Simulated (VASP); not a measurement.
Input:

```xyz
1
Lattice="0.0000 1.7766 1.7766 1.7766 0.0000 1.7766 1.7766 1.7766 0.0000" Properties=species:S:1:pos:R:3 pbc="T T T"
Cu     0.0000     0.0000     0.0000
```

All values below come from PBE GGA, VASP's PBE PAW potentials (set 64) (plane waves; VASP). Run with 300 eV cut-off, 21×21×21 Γ-centred mesh, Fermi-Dirac smearing of 0.10 eV, potentials Cu.

At this cut-off the stress carries a Pulay error, which pulls relaxed volumes low.

Q: What does the run give for the energy per atom (σ→0), pressure, band gap (on the k-mesh) with the smallest direct gap where there is one?

A: 
- band gap (on the k-mesh): none (metal, semimetal or under 0.01 eV)
- energy per atom (σ→0): -3.701 eV/atom
- pressure: 8.04 GPa

The absolute energy has meaning only against runs of the same code, potentials and settings.

The structure comes from a computed database's Cu entry; how it stands against other phases isn't given here. The cell was not relaxed at this level.
